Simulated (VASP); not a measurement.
# Driving VASP from ASE on CdF2, part 4 of 4

Do ASE scripts that read CdF2 from different structure formats give one answer, and do several routes find one equilibrium volume? All runs use r2SCAN. Left out of this account: at least 1 further run (fields: a reference on another mesh). The start is a cell from a database of measured crystal structures.

VASP 6.6.1; r2SCAN; plane waves and PAW (Cd, F).

So far. Step 4 (Relaxing cell and atoms (r2SCAN, through ASE)): It ends with forces that vanish by symmetry and a pressure of 0.00 GPa. Step 5 (Equation of state by an ASE loop (r2SCAN)): The fit over cells of fixed shape and fractional positions puts the volume +0.31 % from the relaxed one.

## Step 6: BFGS in ASE (r2SCAN)

Here ASE drives the relaxation and calls VASP for forces and stress at each step.

run.py

```python
import numpy as np
from ase.calculators.vasp import Vasp
from ase import Atoms
from ase.optimize import BFGS
from ase.filters import FrechetCellFilter

atoms = Atoms(['Cd', 'F', 'F'],
              cell=[[0.0, 2.694, 2.694], [2.694, 0.0, 2.694], [2.694, 2.694, 0.0]],
              scaled_positions=[[0.0, 0.0, 0.0], [0.25, 0.25, 0.25], [0.75, 0.75, 0.75]],
              pbc=True)

calc = Vasp(
    xc='r2scan',
    pp='PBE',
    prec='Accurate',
    encut=520,
    ediff=1e-06,
    nelm=100,
    ismear=-1,
    sigma=0.05,
    lreal=False,
    algo='Normal',
    lasph=True,
    nbands=19,
    lorbit=11,
    lwave=False,
    lcharg=False,
    kpar=4,
    isif=2,
    pp_version='64',
    setups={'Cd': '', 'F': ''},
    kpts=(8, 8, 8),
    gamma=True,
    txt='vasp.out',
)
atoms.calc = calc

BFGS(FrechetCellFilter(atoms)).run(fmax=0.02, steps=30)
print("cell (A, degrees):", np.round(atoms.cell.cellpar(), 4))
print("volume (A^3):", round(atoms.get_volume(), 4))
print("energy (eV):", round(atoms.get_potential_energy(), 6))
print("Fermi level (eV):", round(calc.get_fermi_level(), 4))
print("forces (eV/A):")
print(np.round(atoms.get_forces(), 4))
print("stress (GPa, Voigt, tension positive):", np.round(atoms.get_stress() * 160.21766, 3))
```

Potentials, in the order of the species: Cd and F (PBE family, release 64).

Launch:

```sh
export ASE_VASP_COMMAND="mpirun -np 4 vasp_std"
python run.py
```

The log of the run:

```text
Step     Time          Energy          fmax
BFGS:    0 --:--:--      -33.719294        0.082389
BFGS:    1 --:--:--      -33.719650        0.071129
BFGS:    2 --:--:--      -33.721125        0.000544
cell (A, degrees): [ 3.8208  3.8208  3.8208 60.     60.     60.    ]
volume (A^3): 39.4423
energy (eV): -33.721125
Fermi level (eV): -0.8806
forces (eV/A):
[[ 0.  0. -0.]
 [-0. -0.  0.]
 [ 0.  0. -0.]]
stress (GPa, Voigt, tension positive): [-0.007 -0.007 -0.007 -0.    -0.    -0.   ]
```

Run time: 1.8 min. Hardware: 4 MPI ranks of Intel Xeon Platinum 8375C at 2.90GHz (Ice Lake), shared host; peak memory 0.65 GiB; 7 min of CPU time.

The INCAR that ASE wrote:

```
ENCUT = 520.000000
SIGMA = 0.050000
EDIFF = 1.00e-06
ALGO = Normal
METAGGA = R2SCAN
PREC = Accurate
ISIF = 2
ISMEAR = -1
KPAR = 4
LORBIT = 11
NBANDS = 19
NELM = 100
LASPH = .TRUE.
LCHARG = .FALSE.
LWAVE = .FALSE.
LREAL = .FALSE.
```

The KPOINTS that ASE wrote:

```
KPOINTS created by Atomic Simulation Environment
0
Gamma
8 8 8
0 0 0
```

vasp.out (the last of its runs):

```text
[... set-up lines as in an earlier step ...]
 entering main loop
       N       E                     dE             d eps       ncg     rms          rms(c)
DAV:   1     0.174236978252E+03    0.17424E+03   -0.15969E+04  1126   0.141E+03
DAV:   2    -0.342190481640E+02   -0.20846E+03   -0.20136E+03  1181   0.362E+02
DAV:   3    -0.431236761486E+02   -0.89046E+01   -0.88796E+01  1234   0.836E+01
DAV:   4    -0.431617494038E+02   -0.38073E-01   -0.38071E-01  1168   0.563E+00
DAV:   5    -0.431618769878E+02   -0.12758E-03   -0.12758E-03  1225   0.306E-01    0.855E+00
DAV:   6    -0.336753829169E+02    0.94865E+01   -0.42521E+00  1141   0.447E+01    0.931E+00
DAV:   7    -0.336956215775E+02   -0.20239E-01   -0.14502E+00  1144   0.109E+01    0.498E+00
DAV:   8    -0.337268354553E+02   -0.31214E-01   -0.17828E-01  1211   0.593E+00    0.172E+00
DAV:   9    -0.337200682758E+02    0.67672E-02   -0.67907E-02  1102   0.269E+00    0.252E-01
DAV:  10    -0.337212361514E+02   -0.11679E-02   -0.75987E-03  1144   0.837E-01    0.292E-01
DAV:  11    -0.337212005215E+02    0.35630E-04   -0.24928E-03  1120   0.477E-01    0.139E-01
DAV:  12    -0.337211421431E+02    0.58378E-04   -0.14381E-04  1153   0.212E-01    0.358E-02
DAV:  13    -0.337211304550E+02    0.11688E-04   -0.24309E-05  1189   0.554E-02    0.183E-02
DAV:  14    -0.337211267103E+02    0.37448E-05   -0.43750E-05  1123   0.625E-02    0.159E-02
DAV:  15    -0.337211253909E+02    0.13193E-05   -0.15881E-06   804   0.117E-02    0.712E-03
DAV:  16    -0.337211250664E+02    0.32451E-06   -0.11442E-06   631   0.101E-02
   1 F= -.33721125E+02 E0= -.33721125E+02  d E =-.939737E-10
```

From OUTCAR (step 6):

```text
   ENCUT  =  520.0 eV  38.22 Ry    6.18 a.u.   7.10  7.10  7.10*2*pi/ulx,y,z

   NELECT =      26.0000    total number of electrons

 E-fermi :  -0.8806

 k-point     1 :       0.0000    0.0000    0.0000
  band No.  band energies     occupation
    ...
      9      -2.8986      2.00000
     10      -2.8986      2.00000
     11      -2.4466      2.00000
     12      -2.4465      2.00000
     13      -2.4465      2.00000
     14       1.7872      0.00000
     15      11.6342      0.00000
     16      11.6342      0.00000
     17      11.6342      0.00000
     18      15.9077      0.00000
    ...

  Total        0.0016313      0.0016313      0.0016313      0.0000000     -0.0000000      0.0000000
  in kB        0.0662630      0.0662630      0.0662630      0.0000000     -0.0000000      0.0000000
  external PRESSURE =       0.0662630 kB  Pullay stress =       0.0000000 kB

 POSITION                                       TOTAL-FORCE (eV/Angst)
 -----------------------------------------------------------------------------------
      0.00000      0.00000      0.00000         0.000000      0.000000     -0.000000
      1.35087      1.35087      1.35087        -0.000000     -0.000000      0.000000
      4.05262      4.05262      4.05262         0.000000      0.000000     -0.000000
 -----------------------------------------------------------------------------------
    total drift:                                0.000000      0.000000      0.000000

  FREE ENERGIE OF THE ION-ELECTRON SYSTEM (eV)
  ---------------------------------------------------
  free  energy   TOTEN  =       -33.7211250664 eV

  energy  without entropy=      -33.7211250663  energy(sigma->0) =      -33.72112507

[... 3 parts as in an earlier step ...]

[... 13 further parts left out ...]
```

This step gave:

- optimizer steps: 2
- volume after bfgs: 13.15 Å³/atom

## Step 7: The runs together

| run | atoms | mesh | energy (eV/atom) | pressure (GPa) |
| --- | --- | --- | --- | --- |
| ASE, structure typed into the script | 3 | 8×8×8 | -11.23976 | 1.013 |
| ASE, structure read from a CIF with its space group | 12 | 5×5×5 | -11.23983 | 0.954 |

## Step 8: Total energy, forces and stress (r2SCAN) with a changed input

A single point gives energy, forces and stress at these settings. Some settings are moved from the usual, to see what they do.

INCAR

```
SYSTEM = CdF2
PREC = Accurate
ENCUT = 520
EDIFF = 1E-06
NELM = 100
ISMEAR = -1
SIGMA = 0.05
LREAL = .FALSE.
ALGO = Normal
METAGGA = R2SCAN
LASPH = .TRUE.
NBANDS = 19
LORBIT = 11
LWAVE = .FALSE.
LCHARG = .FALSE.
KPAR = 4
ISIF = 2
KSPACING = 0.5
```

POSCAR

```
CdF2
1.0
    0.0000000000      2.6940000000      2.6940000000
    2.6940000000      0.0000000000      2.6940000000
    2.6940000000      2.6940000000      0.0000000000
Cd F
1 2
Direct
    0.0000000000      0.0000000000      0.0000000000
    0.2500000000      0.2500000000      0.2500000000
    0.7500000000      0.7500000000      0.7500000000
```

Launch:

```sh
mpirun -np 4 vasp_std
```

The log of the run:

```text
[banner, memory and clock lines left out]
running    4 mpi-ranks, on    1 nodes
 distrk:  each k-point on    1 cores,    4 groups
 distr:  one band on    1 cores,    1 groups

 POSCAR found type information on POSCAR CdF
 POSCAR found :  2 types and       3 ions
 [... a notice as in an earlier step ...]

 LDA part: xc-table for (None), standard interpolation
 INCAR ok, starting setup
 POSCAR ok, starting setup
 FFT: planning ... GRIDC
 FFT: planning ... GRID_SOFT
 FFT: planning ... GRID
 WAVECAR not read
 entering main loop
       N       E                     dE             d eps       ncg     rms          rms(c)
DAV:   1     0.172078180513E+03    0.17208E+03   -0.16102E+04   388   0.142E+03
DAV:   2    -0.346101712765E+02   -0.20669E+03   -0.19875E+03   406   0.358E+02
DAV:   3    -0.431075845204E+02   -0.84974E+01   -0.84748E+01   419   0.820E+01
DAV:   4    -0.431402108734E+02   -0.32626E-01   -0.32623E-01   410   0.530E+00
DAV:   5    -0.431403164662E+02   -0.10559E-03   -0.10559E-03   431   0.286E-01    0.867E+00
DAV:   6    -0.336771688352E+02    0.94631E+01   -0.41737E+00   386   0.441E+01    0.942E+00
DAV:   7    -0.336936163242E+02   -0.16447E-01   -0.14039E+00   389   0.108E+01    0.502E+00
DAV:   8    -0.337245624402E+02   -0.30946E-01   -0.16749E-01   404   0.587E+00    0.172E+00
DAV:   9    -0.337183198476E+02    0.62426E-02   -0.64609E-02   380   0.263E+00    0.244E-01
DAV:  10    -0.337194583684E+02   -0.11385E-02   -0.71909E-03   392   0.817E-01    0.290E-01
DAV:  11    -0.337194426643E+02    0.15704E-04   -0.25099E-03   380   0.481E-01    0.148E-01
DAV:  12    -0.337193770025E+02    0.65662E-04   -0.14808E-04   389   0.212E-01    0.379E-02
DAV:  13    -0.337193636059E+02    0.13397E-04   -0.27418E-05   416   0.585E-02    0.181E-02
DAV:  14    -0.337193599894E+02    0.36165E-05   -0.42545E-05   389   0.621E-02    0.163E-02
DAV:  15    -0.337193586502E+02    0.13392E-05   -0.16401E-06   289   0.121E-02    0.698E-03
DAV:  16    -0.337193583423E+02    0.30789E-06   -0.10609E-06   212   0.973E-03
   1 F= -.33719358E+02 E0= -.33719358E+02  d E =-.169168E-10
```

The job ended after 23 s (4 MPI ranks; peak memory 0.59 GiB; 89 s of CPU time).

OUTCAR, selected parts (step 8):

```text
   k-points           NKPTS =     10   k-points in BZ     NKDIM =     10   number of bands    NBANDS=     19

   NELECT =      26.0000    total number of electrons

 E-fermi :  -0.7332

 k-point     1 :       0.0000    0.0000    0.0000
  band No.  band energies     occupation
    ...
      9      -2.8569      2.00000
     10      -2.8569      2.00000
     11      -2.3710      2.00000
     12      -2.3710      2.00000
     13      -2.3710      2.00000
     14       1.8825      0.00000
     15      11.7419      0.00000
     16      11.7419      0.00000
     17      11.7419      0.00000
     18      16.0533      0.00000
    ...

  Total        0.2478460      0.2478460      0.2478460      0.0000000      0.0000000     -0.0000000
  in kB       10.1547612     10.1547612     10.1547612      0.0000000      0.0000000     -0.0000000
  external PRESSURE =      10.1547612 kB  Pullay stress =       0.0000000 kB

 POSITION                                       TOTAL-FORCE (eV/Angst)
 -----------------------------------------------------------------------------------
      0.00000      0.00000      0.00000        -0.000000      0.000000     -0.000000
      1.34700      1.34700      1.34700        -0.000000     -0.000000      0.000000
      4.04100      4.04100      4.04100         0.000000      0.000000     -0.000000
 -----------------------------------------------------------------------------------
    total drift:                                0.000000      0.000000      0.000000

  FREE ENERGIE OF THE ION-ELECTRON SYSTEM (eV)
  ---------------------------------------------------
  free  energy   TOTEN  =       -33.7193583423 eV

  energy  without entropy=      -33.7193583423  energy(sigma->0) =      -33.71935834

[... 7 parts as in an earlier step ...]

[... 9 further parts left out ...]
```

The run converged, and its energy and pressure stay near those of the sound run.

Energy and pressure equal those of the sound run on this cell, within 0.05 meV an atom and 0.01 GPa.

Settings moved from the usual: KSPACING = 0.5.

The mesh holds 10 irreducible points against 29.

## Step 9: Summary of results

- energy, ASE, structure typed into the script: -11.23976 eV/atom
- energy, ASE, structure read from a CIF with its space group: -11.23983 eV/atom
- volume from VASP's own relaxation: 13.15 Å³/atom
- volume from the fit of the ASE volume loop: 13.19 Å³/atom
- volume from BFGS in ASE: 13.15 Å³/atom

What this shows: With the structure read from a CIF with its space group, ASE's run differs from the first script by -0.1 meV an atom, on the larger cell and its own mesh. The routes to the equilibrium volume agree within 0.31 %. A relaxation follows the stress, which carries a basis-set error, while a volume loop fits energies; every loop stops at a tolerance; VASP's relaxation keeps the plane waves of its start, while ASE starts VASP afresh at each cell, and a loop at fixed shape can't relax anything but the volume.

[Lines on the potential files, build, host, timing and source positions are cut from VASP's logs without a mark.]

[Logs are printed without paths, hosts, clocks, repeated set-up lines and the standing remarks that a program may print on its own settings, such as how far it seeks lower states.]

[Hosts, paths, dates, database ids (printed as entryN), source tags and the programs' standing remarks are cut or masked in the printed files.]

[A measured line is paired with the nearest computed mode of its activity, which favours agreement.]

[In band tables of VASP the shares of atoms and orbitals are scaled to a sum of 1 inside the atoms' spheres.]
